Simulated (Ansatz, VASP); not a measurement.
# Ta (Sigma13 (320)[001] symmetric tilt boundary in Ta) in two plane-wave programs, part 2 of 2

Aim: how closely do two programs agree when they are given the same cell, functional and k mesh? The cell is taken from a series of runs on this material, whose earlier steps may have relaxed, scaled, displaced or heated it; both programs get it as it stands.

VASP 6.6.1 and Ansatz 0.2.0.

So far. Step 2 (VASP: single point, PBEsol): The run ends at a pressure of -8.81 GPa, with forces up to 0.087 eV/Å.

## Step 3: Ansatz: single point, PBEsol

Level of this step: Ansatz beside VASP: Kohn-Sham DFT, plane waves, PBEsol (Ansatz).

Ansatz runs on its default PAW (the set named soft_2) files.

The same cell, functional, mesh and smearing now go to Ansatz, which takes its cutoff from its data sets.

Contents of input.yaml:

```yaml
crystal:
  lattice:
    - [11.97043, 0.0, 0.0]
    - [0.0, 6.64, 0.0]
    - [0.0, 0.0, 20.97802]
  atoms:
    - { symbol: Ta, position: [0.36103, 1.0, 0.00946] }
    - { symbol: Ta, position: [0.56174, 0.25, 0.0081] }
    - { symbol: Ta, position: [0.76015, 0.0, 0.03577] }
    - { symbol: Ta, position: [0.9615, 0.25, 0.06077] }
    - { symbol: Ta, position: [0.15073, 1.0, 0.07849] }
    - { symbol: Ta, position: [0.34371, 0.25, 0.11258] }
    - { symbol: Ta, position: [0.53889, 0.0, 0.12216] }
    - { symbol: Ta, position: [0.72958, 0.25, 0.14639] }
    - { symbol: Ta, position: [0.92321, 0.0, 0.17115] }
    - { symbol: Ta, position: [0.11348, 0.25, 0.19325] }
    - { symbol: Ta, position: [0.30413, 1.0, 0.21861] }
    - { symbol: Ta, position: [0.50356, 0.25, 0.23419] }
    - { symbol: Ta, position: [0.69421, 1.0, 0.25955] }
    - { symbol: Ta, position: [0.88448, 0.25, 0.28164] }
    - { symbol: Ta, position: [0.07811, 1.0, 0.30641] }
    - { symbol: Ta, position: [0.2688, 0.25, 0.33063] }
    - { symbol: Ta, position: [0.46398, 0.0, 0.34022] }
    - { symbol: Ta, position: [0.65696, 0.25, 0.37431] }
    - { symbol: Ta, position: [0.84619, 0.0, 0.39202] }
    - { symbol: Ta, position: [0.04754, 0.25, 0.41702] }
    - { symbol: Ta, position: [0.24595, 0.0, 0.44469] }
    - { symbol: Ta, position: [0.44666, 0.25, 0.44334] }
    - { symbol: Ta, position: [0.86103, 0.25, 0.94333] }
    - { symbol: Ta, position: [0.06174, 0.5, 0.94469] }
    - { symbol: Ta, position: [0.26015, 0.25, 0.91702] }
    - { symbol: Ta, position: [0.4615, 0.5, 0.89202] }
    - { symbol: Ta, position: [0.65073, 0.25, 0.87431] }
    - { symbol: Ta, position: [0.84371, 0.5, 0.84022] }
    - { symbol: Ta, position: [0.03889, 0.25, 0.83063] }
    - { symbol: Ta, position: [0.22958, 0.5, 0.80641] }
    - { symbol: Ta, position: [0.42321, 0.25, 0.78165] }
    - { symbol: Ta, position: [0.61348, 0.5, 0.75955] }
    - { symbol: Ta, position: [0.80413, 0.25, 0.73419] }
    - { symbol: Ta, position: [0.00356, 0.5, 0.71861] }
    - { symbol: Ta, position: [0.19421, 0.25, 0.69325] }
    - { symbol: Ta, position: [0.38448, 0.5, 0.67115] }
    - { symbol: Ta, position: [0.57811, 0.25, 0.64639] }
    - { symbol: Ta, position: [0.7688, 0.5, 0.62216] }
    - { symbol: Ta, position: [0.96398, 0.25, 0.61258] }
    - { symbol: Ta, position: [0.15696, 0.5, 0.57849] }
    - { symbol: Ta, position: [0.34619, 0.25, 0.56077] }
    - { symbol: Ta, position: [0.54754, 0.5, 0.53577] }
    - { symbol: Ta, position: [0.74595, 0.25, 0.5081] }
    - { symbol: Ta, position: [0.94666, 0.5, 0.50946] }
    - { symbol: Ta, position: [0.36103, 0.5, 0.00946] }
    - { symbol: Ta, position: [0.56174, 0.75, 0.0081] }
    - { symbol: Ta, position: [0.76015, 0.5, 0.03577] }
    - { symbol: Ta, position: [0.9615, 0.75, 0.06077] }
    - { symbol: Ta, position: [0.15073, 0.5, 0.07849] }
    - { symbol: Ta, position: [0.34371, 0.75, 0.11258] }
    - { symbol: Ta, position: [0.53889, 0.5, 0.12216] }
    - { symbol: Ta, position: [0.72958, 0.75, 0.14639] }
    - { symbol: Ta, position: [0.92321, 0.5, 0.17115] }
    - { symbol: Ta, position: [0.11348, 0.75, 0.19325] }
    - { symbol: Ta, position: [0.30413, 0.5, 0.21861] }
    - { symbol: Ta, position: [0.50356, 0.75, 0.23419] }
    - { symbol: Ta, position: [0.69421, 0.5, 0.25955] }
    - { symbol: Ta, position: [0.88448, 0.75, 0.28164] }
    - { symbol: Ta, position: [0.07811, 0.5, 0.30641] }
    - { symbol: Ta, position: [0.2688, 0.75, 0.33063] }
    - { symbol: Ta, position: [0.46398, 0.5, 0.34022] }
    - { symbol: Ta, position: [0.65696, 0.75, 0.37431] }
    - { symbol: Ta, position: [0.84619, 0.5, 0.39202] }
    - { symbol: Ta, position: [0.04754, 0.75, 0.41702] }
    - { symbol: Ta, position: [0.24595, 0.5, 0.44469] }
    - { symbol: Ta, position: [0.44666, 0.75, 0.44334] }
    - { symbol: Ta, position: [0.86103, 0.75, 0.94333] }
    - { symbol: Ta, position: [0.06174, 1.0, 0.94469] }
    - { symbol: Ta, position: [0.26015, 0.75, 0.91702] }
    - { symbol: Ta, position: [0.4615, 1.0, 0.89202] }
    - { symbol: Ta, position: [0.65073, 0.75, 0.87431] }
    - { symbol: Ta, position: [0.84371, 1.0, 0.84022] }
    - { symbol: Ta, position: [0.03889, 0.75, 0.83063] }
    - { symbol: Ta, position: [0.22958, 0.0, 0.80641] }
    - { symbol: Ta, position: [0.42321, 0.75, 0.78165] }
    - { symbol: Ta, position: [0.61348, 1.0, 0.75955] }
    - { symbol: Ta, position: [0.80413, 0.75, 0.73419] }
    - { symbol: Ta, position: [0.00356, 0.0, 0.71861] }
    - { symbol: Ta, position: [0.19421, 0.75, 0.69325] }
    - { symbol: Ta, position: [0.38448, 0.0, 0.67115] }
    - { symbol: Ta, position: [0.57811, 0.75, 0.64639] }
    - { symbol: Ta, position: [0.7688, 1.0, 0.62216] }
    - { symbol: Ta, position: [0.96398, 0.75, 0.61258] }
    - { symbol: Ta, position: [0.15696, 0.0, 0.57849] }
    - { symbol: Ta, position: [0.34619, 0.75, 0.56077] }
    - { symbol: Ta, position: [0.54754, 0.0, 0.53577] }
    - { symbol: Ta, position: [0.74595, 0.75, 0.5081] }
    - { symbol: Ta, position: [0.94667, 1.0, 0.50946] }
kpoints:
  mp_grid: { grid: [3, 5, 2] }
hamiltonian:
  xc: pbesol
scf:
  occupations: { method: fermi_dirac, width: 0.1 }
output:
  forces: true
```

The run is started by

```
$ ansatz run input.yaml --threads 6 --pin off --max-ram 102400MiB --backend cuda --events-out ev --progress --plain --runs-dir out
```

Numbers of over 12 decimals in the logs are rounded to 6 here.

Output:

```text
Warning: the atoms were moved onto the symmetric positions of the space group found under crystal.symmetry.tolerance 1.0e-5 (fractional; no operation is sought that the atoms, as they stand in a round, miss by more than twice it, and no atom is moved by as much as it), and the run uses the moved positions. Before a round's move an operation carried an atom to 2.10e-4 Å from where it should land, the largest such dist [...]
[...]
Engine: ansatz 0.2.0, x86_64-unknown-linux-gnu
Pseudopotentials: kind: paw
Pseudopotential: Ta, paw, valence charge 13, recommended cutoff 420 eV (normal), Ta.paw.azcp
Functional definition: PBEsol
  exchange = pbesol_x
  correlation = pbesol_c
device memory: the entry about to start is reckoned to put 42.9 GiB on a device that reports 78.6 GiB free
GPU FFT provider: cuFFT
GPU libraries: cuBLAS 13.8.2, cuFFT 12.4.0, cuSOLVER 12.3.4
Crystal: 88 atoms, lattice volume = 1667.410 Å³
Basis set: ecut = 420 eV, 32481 PW (Γ), exchange–correlation on 162×90×288 points (8 copies of the dense FFT grid, shifted against one another)
Bands: 687, of which v1, the nominal top of the filled ones, is band 572 counted from 1 (571 counted from 0)
Symmetry: 16 space group operations
Space group: Pnma (ITA 62), of the structure as read, at distance tolerance 1.2e-4 Å
k-points: 12 of 30
Non-local potential: Ta, projectors of the file, l = 0: 3, l = 1: 2, l = 2: 2, l = 3: 1
PAW form: soft (Blöchl's): semilocal exchange-correlation on the pseudo side does not see the compensation charge
PAW frozen core: Ta, regenerated for the run's functional, and the local potential with it (the file was generated under x = pbe(κ = 0.804, μ = 0.219515), c = pbe(β = 0.066725))
PAW one-centre angular grid: Ta, 590 points (default); XC on 64 Gauss nodes
Initial density: superposition of atomic densities (neutral atoms: chi_scale 0, normalization atom), corrected by the library's trained network
Initial wavefunctions: pseudopotential atomic-orbital guess
GPU buffer pool allocated for 524880 grid points (all kernels)
GPU transforms: local potential and band sums: pruned to the plane-wave sphere, on 81×45×144
Functional: x = pbesol(κ = 0.804, μ = 0.123457), c = pbesol(β = 0.046)
SCF iter   1: F=—  HF=-862956.415138 eV  |F-HF|=—  |Δ(HF+E_count)|=         —  Δρ=5.53e-3  dr2=3.28e0  ethr=1.77e-3  ⟨swp⟩=7.8  Hψ=35710  notcnv=0  defer=9
preconditioner: auto → Kerker (q_TF=auto, 2.562 Å⁻¹)  [metal: Δε(μ)=0.004 eV  Ē_g=3.851 eV  σ=0.100 eV  W_gap=0.01  n_scr=468 (ndim 8)  ℏωp=19.1 eV  f_vac=0.000  D(μ)=103.50/eV (n_scr^D=1084)]
SCF iter   2: F=—  HF=-862956.284927 eV  |F-HF|=—  |Δ(HF+E_count)|=   1.30e-1  Δρ=3.02e-3  dr2=1.05e0  ethr=2.87e-4  ⟨swp⟩=1.0  Hψ=9492  notcnv=0  defer=17
SCF iter   3: F=—  HF=-862956.229623 eV  |F-HF|=—  |Δ(HF+E_count)|=   5.53e-2  Δρ=5.80e-4  dr2=1.31e-2  ethr=9.15e-5  ⟨swp⟩=1.2  Hψ=8211  notcnv=0  defer=17
SCF iter   4: F=—  HF=-862956.229937 eV  |F-HF|=—  |Δ(HF+E_count)|=   3.14e-4  Δρ=2.01e-4  dr2=1.57e-3  ethr=1.14e-6  ⟨swp⟩=2.0  Hψ=10291  notcnv=0  defer=17
SCF iter   5: F=—  HF=-862956.222147 eV  |F-HF|=—  |Δ(HF+E_count)|=   7.79e-3  Δρ=5.10e-5  dr2=1.37e-4  ethr=1.37e-7  ⟨swp⟩=2.0  Hψ=10661  notcnv=0  defer=17
SCF iter   6: F=—  HF=-862956.230399 eV  |F-HF|=—  |Δ(HF+E_count)|=   8.25e-3  Δρ=1.20e-5  dr2=1.27e-5  ethr=1.20e-8  ⟨swp⟩=2.0  Hψ=11013  notcnv=0  defer=19
SCF iter   7: F=—  HF=-862956.230432 eV  |F-HF|=—  |Δ(HF+E_count)|=   3.26e-5  Δρ=2.22e-6  dr2=2.50e-7  ethr=1.11e-9  ⟨swp⟩=1.9  Hψ=9823  notcnv=0  defer=19
SCF iter   8: F=-862956.230432 eV  HF=-862956.230432 eV  |F-HF|=5.24e-9  |Δ(HF+E_count)|=   5.81e-8  Δρ=5.14e-7  dr2=8.33e-9  ethr=8.74e-12  ⟨swp⟩=4.0  Hψ=23528  notcnv=0
SCF 1 converged in 8 iterations: F = -862956.230432 eV  dr2 = 8.33e-9
  greatest PAW one-centre occupation: 1.000 electrons in one spin orbital (limit 2), on the Ta atom at site 87 (counted from 0), in its partial waves of l = 0
SCF converged after 8 iterations
Free energy (F): -862956.230432 eV
Harris-Foulkes:  -862956.230432 eV  (|F-HF|=5.24e-9)
Internal energy: -862952.791117 eV  (E = F + TS)
E sigma→0 (E₀):  -862954.510774 eV
Entropy (-TS):   -3.439315 eV (-39.083 meV/atom)
Fermi energy:    17.556585 eV
--- Per-component energies (eV) ---
  E_band       = -10501.116800
  E_kinetic    = 32097.940686
  E_local      = -52517.186059  (includes V_loc(G=0)·N_el)
  E_nonlocal   = 1525.291682
  E_hartree    = 18182.948387
  E_xc         = -19037.703213
  E_vxc        = -17861.448143  (∫ρ·V_xc dr)
  E_paw        = -727966.681975  (= ΣΔE_a)
  E_vpaw       = -10111.624742  (= ΣTr[D̂ρ^β])
  E_aug_tail   = 0.012120  (compensation charges beyond the density's cutoff)
  E_ewald      = -115256.213635
  E_core_change = 18.800889  (= ΣΔE_core)
  E_smearing   = -3.439315  (= −TS)
  E_closure    = -0.000000  (closes the sum)
  Σ components = -862956.230432   (vs F -862956.230432, Δ=0.00e0)
--- Forces (eV/Å), atoms counted from 1 ---
  atom   1  Ta     0.03827905     0.00000000     0.02267254
  atom   2  Ta    -0.03822386    -0.00000000     0.07301166
  atom   3  Ta     0.02498713     0.00000000     0.08104592
  atom   4  Ta    -0.02024521    -0.00000000    -0.01537398
  atom   5  Ta    -0.03035778     0.00000000     0.04753046
  atom   6  Ta     0.04569647     0.00000000     0.01664004
  atom   7  Ta    -0.01719460    -0.00000000     0.05794244
  atom   8  Ta     0.02505456    -0.00000000     0.02558231
  atom   9  Ta     0.02136250    -0.00000000     0.00964355
  atom  10  Ta    -0.02876845    -0.00000000     0.02552221
  atom  11  Ta     0.00118436    -0.00000000    -0.03542116
  atom  12  Ta    -0.00118436     0.00000000     0.03542116
  atom  13  Ta     0.02876845     0.00000000    -0.02552221
  atom  14  Ta    -0.02136250     0.00000000    -0.00964355
  atom  15  Ta    -0.02505456    -0.00000000    -0.02558231
  atom  16  Ta     0.01719460     0.00000000    -0.05794244
  atom  17  Ta    -0.04569647     0.00000000    -0.01664004
  atom  18  Ta     0.03035778    -0.00000000    -0.04753046
  atom  19  Ta     0.02024521    -0.00000000     0.01537398
  atom  20  Ta    -0.02498713    -0.00000000    -0.08104592
  atom  21  Ta     0.03822386    -0.00000000    -0.07301166
  atom  22  Ta    -0.03827905    -0.00000000    -0.02267254
  atom  23  Ta     0.03827905    -0.00000000    -0.02267254
  atom  24  Ta    -0.03822386    -0.00000000    -0.07301166
[...]
atom  81  Ta    -0.02505456     0.00000000     0.02558231
  atom  82  Ta     0.01719460    -0.00000000     0.05794244
  atom  83  Ta    -0.04569647     0.00000000     0.01664004
  atom  84  Ta     0.03035778     0.00000000     0.04753046
  atom  85  Ta     0.02024521    -0.00000000    -0.01537398
  atom  86  Ta    -0.02498713     0.00000000     0.08104592
  atom  87  Ta     0.03822386     0.00000000     0.07301166
  atom  88  Ta    -0.03827905     0.00000000     0.02267254
  max |Σ_I F_I| component: 3.47e-17 eV/Å
```

The column dr2 measures how far the density is from self-consistency, as an energy; F and HF (Harris–Foulkes) agree once it is small.

## Step 4: Side by side

Known differences besides the potentials themselves: the data sets hold 1144 valence electrons in Ansatz (on its default PAW (the set named soft_2) files) and 968 in VASP; the cutoff is 420 eV in Ansatz and 400 eV in VASP (PREC = Accurate, projectors in real space); Ansatz makes its cores anew for this functional, VASP keeps those of its PBE data sets. Total energies have different zeros and are not compared.

Forces on 9 of the 88 atoms, those with the largest forces and the largest differences (eV/Å; atoms numbered as in POSCAR):

```csv
atom,"Ansatz x, y, z","VASP x, y, z"
Ta3,"0.025, 0.000, 0.081","0.021, 0.000, 0.085"
Ta20,"-0.025, 0.000, -0.081","-0.020, 0.000, -0.084"
Ta25,"0.025, 0.000, -0.081","0.020, 0.000, -0.084"
Ta40,"0.030, 0.000, 0.048","0.038, 0.000, 0.047"
Ta42,"-0.025, 0.000, 0.081","-0.019, 0.000, 0.085"
Ta47,"0.025, 0.000, 0.081","0.021, 0.000, 0.085"
Ta69,"0.025, 0.000, -0.081","0.020, 0.000, -0.084"
Ta84,"0.030, 0.000, 0.048","0.038, 0.000, 0.047"
Ta86,"-0.025, 0.000, 0.081","-0.019, 0.000, 0.085"
```

The forces differ by 2.6 meV/Å r.m.s., which is 8.4 % of the r.m.s. force of 0.030 eV/Å (both taken over all components).

## Step 5: Results

```
r.m.s. force difference (single point, PBEsol) : 2.6 meV/Å
```

**Reading.** The r.m.s. force difference is 2.6 meV/Å (single point, PBEsol), within the 12 meV/Å picked in this series as the mark of a large difference. The data sets hold unlike numbers of valence electrons (1144 in Ansatz and 968 in VASP), so part of the differences comes from the potentials. Such differences can come from data sets, numerical settings and the points named under the comparisons, not from the functional's error against experiment.

[Lines on the potential files, build, host, timing and source positions are cut from VASP's logs without a mark.]

[Logs are printed without paths, hosts, clocks, repeated set-up lines and the standing remarks that a program may print on its own settings, such as how far it seeks lower states.]

[Hosts, paths, dates, database ids (printed as entryN), source tags and the programs' standing remarks are cut or masked in the printed files.]
